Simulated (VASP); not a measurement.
Input for VASP

**POSCAR**
```
Cd2Hg2S4
1
    0.0000000000     2.9305669308     2.9305669308
    2.9305669308     0.0000000000     2.9305669308
   11.7062322356    11.7062322356     0.0160354877
Hg S Cd
2 4 2
Direct
  0.0011474043   0.0011474043   0.9991394468
  0.9993633766   0.9993633766   0.2504774676
  0.2496147303   0.2496147303   0.0627889523
  0.2477128523   0.2477128523   0.3142153608
  0.2502979165   0.2502979165   0.5622765626
  0.2528970958   0.2528970958   0.8103271781
  0.9987020433   0.9987020433   0.5009734675
  0.0002645809   0.0002645809   0.7498015643
```

**KPOINTS**
```
Automatic mesh
0
Gamma
8 8 2
0 0 0
```

INCAR:
```
ALGO  =  Normal
EDIFF  =  1E-6
EDIFFG  =  -0.02
ENCUT  =  400
GGA  =  PS
IBRION  =  2
ISIF  =  3
ISMEAR  =  1
LASPH  =  .True.
LCHARG  =  .False.
LMAXMIX  =  6
LREAL  =  .False.
LWAVE  =  .False.
NELM  =  100
NSW  =  60
PREC  =  Accurate
SIGMA  =  0.1
SYSTEM  =  Cd2Hg2S4
```

POTCAR, in this order: Hg S Cd (PBE.64 set). Program: vasp_std.

Translate this PBEsol calculation to Quantum ESPRESSO's pw.x.

One equivalent input (not run):
```
&CONTROL
  calculation = 'vc-relax'
  pseudo_dir = './pseudo'
  outdir = './out'
  tprnfor = .true.
  tstress = .true.
  nstep = 60
  forc_conv_thr = 0.00078
/
&SYSTEM
  ibrav = 0
  nat = 8
  ntyp = 3
  ecutwfc = 102
  occupations = 'smearing'
  smearing = 'methfessel-paxton'
  degauss = 0.00735
  input_dft = 'pbesol'
/
&ELECTRONS
  conv_thr = 7.3e-08
  electron_maxstep = 100
/
&IONS
/
&CELL
/
ATOMIC_SPECIES
  Hg 200.592 Hg.upf
  S 32.060 S.upf
  Cd 112.414 Cd.upf
CELL_PARAMETERS angstrom
     0.0000000    2.9305669    2.9305669
     2.9305669    0.0000000    2.9305669
    11.7062322   11.7062322    0.0160355
ATOMIC_POSITIONS crystal
  Hg   0.0011474  0.0011474  0.9991394
  Hg   0.9993634  0.9993634  0.2504775
  S    0.2496147  0.2496147  0.0627890
  S    0.2477129  0.2477129  0.3142154
  S    0.2502979  0.2502979  0.5622766
  S    0.2528971  0.2528971  0.8103272
  Cd   0.9987020  0.9987020  0.5009735
  Cd   0.0002646  0.0002646  0.7498016
K_POINTS automatic
  8 8 2 0 0 0
```
Limits of the translation: the potentials are each code's own (VASP's PAW set, PseudoDojo norm-conserving files in pw.x), so ENCUT and ecutwfc are chosen apart and not converted; conv_thr bounds pw.x's estimated SCF error, while EDIFF bounds the energy change between steps; forc_conv_thr acts on force components and is met together with etot_conv_thr.

The structure was generated: Cd2Hg2S4 was put into an ordered model structure (R3m), which need not be its known phase. This run relaxes it. Symmetry was kept, so distortions that lower it aren't found. The start is the result of an earlier pass.
